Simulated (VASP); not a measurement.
# WF (R3m) in VASP: further runs

One crystal, WF, is run at these levels: SCAN, LDA, TPSS; tasks: band structure.

Everything below comes from runs of VASP 6.6.1. Logs are shortened: lines on timing, memory, paths and dates and some standing lists are left out, and cuts for length are marked.

## (1) The crystal as given

The structure is trigonal, space group R3m (No. 160). The conventional cell has a = 2.732 Å, b = 2.732 Å, c = 15.209 Å, α = 90.00°, β = 90.00°, γ = 120.00°. W (site symmetry 3m) is surrounded by 1 F at 1.87 Å. F (site symmetry 3m) has 1 W at 1.87 Å as nearest neighbours.

The cell was built by a generator and needn't be a form met in nature.

## (2) Band structure, SCAN

INCAR reads:

```
SYSTEM = WF
  PREC = Accurate
  ENCUT = 520
  EDIFF = 1E-6
  ISMEAR = -1
  SIGMA = 0.05
  LREAL = .FALSE.
  LASPH = .TRUE.
  NELM = 60
  ALGO = Normal
  ISIF = 2
  LWAVE = .FALSE.
  LCHARG = .FALSE.
  LMAXMIX = 4
  METAGGA = SCAN
  LMIXTAU = .TRUE.
  NBANDS = 18
```

KPOINTS reads:

```
Automatic mesh
0
G
  11 11 11
  0 0 0
```

POSCAR reads:

```
WF
1.0
    1.3658900000      0.7886000000      5.0696000000
   -1.3658900000      0.7886000000      5.0696000000
    0.0000000000     -1.5771900000      5.0696000000
W F
1 1
Direct
    0.8141200000      0.8141200000      0.8141200000
    0.9371200000      0.9371200000      0.9371200000
```

KPOINTS_OPT reads:

```
path GLB1,BZGX,QFP1Z,LP
15
line-mode
reciprocal
 0.0000000000  0.0000000000  0.0000000000  G
 0.5000000000  0.0000000000  0.0000000000  L

 0.5000000000  0.0000000000  0.0000000000  L
 0.5000000000  0.1827980402 -0.1827980402  B1

 0.8172019598  0.5000000000  0.1827980402  B
 0.5000000000  0.5000000000  0.5000000000  Z

 0.5000000000  0.5000000000  0.5000000000  Z
 0.0000000000  0.0000000000  0.0000000000  G

 0.0000000000  0.0000000000  0.0000000000  G
 0.3413990201  0.0000000000 -0.3413990201  X

 0.6586009799  0.3413990201  0.0000000000  Q
 0.5000000000  0.5000000000  0.0000000000  F

 0.5000000000  0.5000000000  0.0000000000  F
 0.6586009799  0.6586009799  0.1827980402  P1

 0.6586009799  0.6586009799  0.1827980402  P1
 0.5000000000  0.5000000000  0.5000000000  Z

 0.5000000000  0.0000000000  0.0000000000  L
 0.8172019598  0.3413990201  0.3413990201  P
```

Potentials or basis: VASP PAW PBE potentials, release 64 (W_sv, F).

Command:

```console
> cat potpaw_PBE.64/W_sv/POTCAR potpaw_PBE.64/F/POTCAR > POTCAR
> mpirun -np 1 vasp_std > vasp.out
```

OUTCAR:

```text
SYSTEM = WF
   PREC = Accurate
   ENCUT = 520
   EDIFF = 1E-6
   ISMEAR = -1
   LREAL = .FALSE.
   LASPH = .TRUE.
   NELM = 60
   ISIF = 2
   METAGGA = SCAN

 ion  position               nearest neighbor table
   1  0.814  0.814  0.814-   2 1.87
   2  0.937  0.937  0.937-   1 1.87

  LATTYP: Found a trigonal (rhomboedric) cell.
 ALAT       =     5.3092739251
 COS(alpha) =     0.8676295086

  Lattice vectors:

 A1 = (   1.3658900000,   0.7886000000,   5.0696000000)
 A2 = (  -1.3658900000,   0.7886000000,   5.0696000000)
 A3 = (   0.0000000000,  -1.5771900000,   5.0696000000)

Analysis of symmetry for initial positions (statically):
=====================================================================
 Subroutine PRICEL returns:
 Original cell was already a primitive cell.

 Routine SETGRP: Setting up the symmetry group for a
 trigonal (rhombohedral) supercell.

 Subroutine GETGRP returns: Found  6 space group operations
 (whereof  6 operations were pure point group operations)
 out of a pool of 12 trial point group operations.

The static configuration has the point symmetry C_3v.

Analysis of symmetry for dynamics (positions and initial velocities):
=====================================================================
 Subroutine PRICEL returns:
 Original cell was already a primitive cell.

 Routine SETGRP: Setting up the symmetry group for a
 trigonal (rhombohedral) supercell.

 Subroutine GETGRP returns: Found  6 space group operations
 (whereof  6 operations were pure point group operations)
 out of a pool of 12 trial point group operations.

The dynamic configuration has the point symmetry C_3v.

 Subroutine INISYM returns: Found  6 space group operations
 (whereof  6 operations are pure point group operations),
 and found     1 'primitive' translations

----------------------------------------------------------------------------------------

                                     Primitive cell

  volume of cell :      32.7639

  direct lattice vectors                    reciprocal lattice vectors
     1.365890000  0.788600000  5.069600000     0.366061689  0.211345893  0.065751268
    -1.365890000  0.788600000  5.069600000    -0.366061689  0.211345893  0.065751268
     0.000000000 -1.577190000  5.069600000     0.000000000 -0.422691786  0.065751685

  length of vectors
[... 77 lines left out ...]
   LNONCOLLINEAR =      F non collinear calculations
   LSORBIT =      F    spin-orbit coupling
   LASPH  =      T    aspherical Exc in radial PAW
   ENCUT  =  520.0 eV  38.22 Ry    6.18 a.u.   9.87  9.87  9.87*2*pi/ulx,y,z
   NELM   =     60;   NELMIN=  2; NELMDL= -5     # of ELM steps
   EDIFF  = 0.1E-05   stopping-criterion for ELM
   LREAL  =      F    real-space projection
   EDIFFG = 0.1E-04   stopping-criterion for IOM
   NSW    =      0    number of steps for IOM
   IBRION =     -1    ionic relax: 0-MD 1-quasi-New 2-CG
   NFREE  =      0    steps in history (QN), initial steepest desc. (CG)
   ISIF   =      2    stress and relaxation
   ISYM   =      2    0-nonsym 1-usesym 2-fastsym
   POTIM  = 0.5000    time-step for ionic-motion
   TEBEG  =    0.0;   TEEND  =   0.0 temperature during run
   PSTRESS=    0.0 pullay stress
   NELECT =      21.0000    total number of electrons
   NUPDOWN=      -1.0000    fix difference up-down
   EMIN   =  10.00;   EMAX   =-10.00  energy-range for DOS
   EFERMI =   0.00;   METHOD = LEGACY
   ISMEAR =    -1;   SIGMA  =   0.05  broadening in eV -4-tet -1-fermi 0-gaus
   EFERMI_NEDOS =   21; number of points for ismear=-14 and -15
   IALGO  =     38    algorithm
   IMIX   =      4    mixing-type and parameters
     AMIX     =   0.40;   BMIX     =  1.00
     AMIX_MAG =   1.60;   BMIX_MAG =  1.00
  volume/ion in A,a.u.               =      16.38       110.55
  Fermi-wavevector in a.u.,A,eV,Ry     =   1.411506  2.667360 27.107556  1.992349
  Thomas-Fermi vector in A             =   2.533350
   LORBIT       =      0    0 simple, 1 ext, 2 COOP (PROOUT), +10 PAW based schemes
   METAGGA = SCAN    functional components
   LHFCALC =     F    Hartree Fock is set to
   AEXX    =    0.0000 exact exchange contribution
   IVDW    =     0    specifies the selected vdW correction
   LEPSILON=     F    determine dielectric tensor
   LRPA    =     F    only Hartree local field effects (RPA)
 non-spin polarized calculation
  energy-cutoff  :      520.00
  volume of cell :       32.76
 maximum number of plane-waves:       893
   NGX = 19   NGY = 19   NGZ = 19

 number of electron      21.0000005 magnetization

 Free energy of the ion-electron system (eV)
  ---------------------------------------------------
  ext. energy  EPLUGINS =         0.00000000
  ---------------------------------------------------
  free energy    TOTEN  =       -74.31336444 eV

  energy without entropy =      -74.30192129  energy(sigma->0) =      -74.30764286

 E-fermi :   4.3179     XC(G=0): -11.4390

 val. band max:        4.3000596065   @ k =   0.1818   0.0909   0.0909
 cond. band min:       4.3232867526   @ k =  -0.4545   0.3636   0.2727
 fundamental gap:      0.0232271461
 Fermi energy:         4.3179232027

 k-point     1 :       0.0000    0.0000    0.0000
  band No.  band energies     occupation
      1     -70.8595      2.00000
      2     -35.1026      2.00000
      3     -33.6113      2.00000
      4     -33.6113      2.00000
      5     -21.3294      2.00000
      6      -2.9573      2.00000
[... 481 lines left out ...]
      5     -21.0082      2.00000
      6      -2.2525      2.00000
[... 10 lines left out ...]
     17      19.8871      0.00000
     18      20.8686      0.00000

 [... further k-points ...]

------------------------ aborting loop because EDIFF is reached ----------------------------------------

  FORCE on cell =-STRESS in cart. coord.  units (eV):
  Direction    XX          YY          ZZ          XY          YZ          ZX
  --------------------------------------------------------------------------------------
  -------------------------------------------------------------------------------------
  Total       -1.3629605     -1.3629595     -0.6870243      0.0000000     -0.0000005      0.0000000
  in kB      -66.6497057    -66.6496563    -33.5959629      0.0000000     -0.0000221      0.0000000
  external PRESSURE =     -55.6317750 kB  Pullay stress =       0.0000000 kB

 VOLUME and BASIS-vectors are now :
 -----------------------------------------------------------------------------
  energy-cutoff  :      520.00
  volume of cell :       32.76
      direct lattice vectors                 reciprocal lattice vectors
     1.365890000  0.788600000  5.069600000     0.366061689  0.211345893  0.065751268
    -1.365890000  0.788600000  5.069600000    -0.366061689  0.211345893  0.065751268
     0.000000000 -1.577190000  5.069600000     0.000000000 -0.422691786  0.065751685

 POSITION                                       TOTAL-FORCE (eV/Angst)
 -----------------------------------------------------------------------------------
      0.00000      0.00001     12.38179         0.000000      0.000000      0.060753
      0.00000      0.00001     14.25247         0.000000     -0.000000     -0.060753
 -----------------------------------------------------------------------------------
    total drift:                                0.000000      0.000016      0.004506

  FREE ENERGIE OF THE ION-ELECTRON SYSTEM (eV)
  ---------------------------------------------------
  free  energy   TOTEN  =       -74.3133644393 eV

  energy  without entropy=      -74.3019212882  energy(sigma->0) =      -74.30764286
```

OSZICAR:

```text
N       E                     dE             d eps       ncg     rms          rms(c)
DAV:   1     0.131669914044E+03    0.13167E+03   -0.12873E+04  5280   0.124E+03
DAV:   2    -0.749203221371E+02   -0.20659E+03   -0.20123E+03  5972   0.380E+02
DAV:   3    -0.815919059330E+02   -0.66716E+01   -0.66358E+01  5928   0.700E+01
[... 17 lines left out ...]
       N       E                     dE             ncg
DAV:   1    -0.239794627863E+05   -0.11515E+06     4876
DAV:   2    -0.518432669226E+05   -0.27864E+05     5594
DAV:   3    -0.527166774469E+05   -0.87341E+03     5478
DAV:   4    -0.527239752009E+05   -0.72978E+01     5494
DAV:   5    -0.527240802066E+05   -0.10501E+00     5254
DAV:   6    -0.527240833097E+05   -0.31031E-02     5576
DAV:   7    -0.527240834256E+05   -0.11586E-03     5344
DAV:   8    -0.527240834295E+05   -0.39052E-05     3286
DAV:   9    -0.527240834302E+05   -0.72140E-06     2950
```

Wall time 11 min (1 thread of Intel Xeon 6975P-C (Granite Rapids), shared host); peak memory 0.31 GiB.

What came out:

```
Free energy             : -74.3134 eV
Pressure                : -5.6 GPa
Largest force           : 0.061 eV/Å
Band gap along the path : none (metal or under the smearing width)
```

Forces in eV/Å, atoms in the order of the input:
```
W    0.000  0.000  0.061
F    0.000  0.000 -0.061
```

Levels at the corners of the path, in eV from the Fermi level:
```
point  band 8  band 9  band 10  band 11  band 12  band 13
    Γ   -4.30   -4.30    -0.32    -0.32    -0.18     3.86
    L   -4.97   -4.82    -1.65     2.73     3.56     4.18
    L   -4.97   -4.82    -1.65     2.73     3.56     4.18
   B1   -6.06   -1.39    -0.93    -0.04     0.11     4.32
    B   -6.06   -1.39    -0.93    -0.04     0.11     4.32
    Z   -4.29   -4.29    -0.32    -0.32     1.07     3.82
    Z   -4.29   -4.29    -0.32    -0.32     1.07     3.82
    Γ   -4.30   -4.30    -0.32    -0.32    -0.18     3.86
    Γ   -4.30   -4.30    -0.32    -0.32    -0.18     3.86
    X   -6.12   -1.27    -0.98     0.01     0.01     4.30
    Q   -6.12   -1.27    -0.98     0.01     0.01     4.30
    F   -4.97   -4.79    -1.41     2.62     3.69     4.41
    F   -4.97   -4.79    -1.41     2.62     3.69     4.41
   P1   -4.96   -4.79    -1.46     2.66     3.71     4.18
   P1   -4.96   -4.79    -1.46     2.66     3.71     4.18
    Z   -4.29   -4.29    -0.32    -0.32     1.07     3.82
    L   -4.97   -4.82    -1.65     2.73     3.56     4.18
    P   -4.96   -4.79    -1.46     2.66     3.71     4.18
```

Caveat: the PAW data sets were made with another functional, which shifts forces and pressure a little; spin-orbit coupling is left out, which moves the levels of the heavy elements; an odd number of electrons without spin polarisation forces a metal; a magnetic or distorted state may lie lower.

(Part 1 of 2 ends here.)
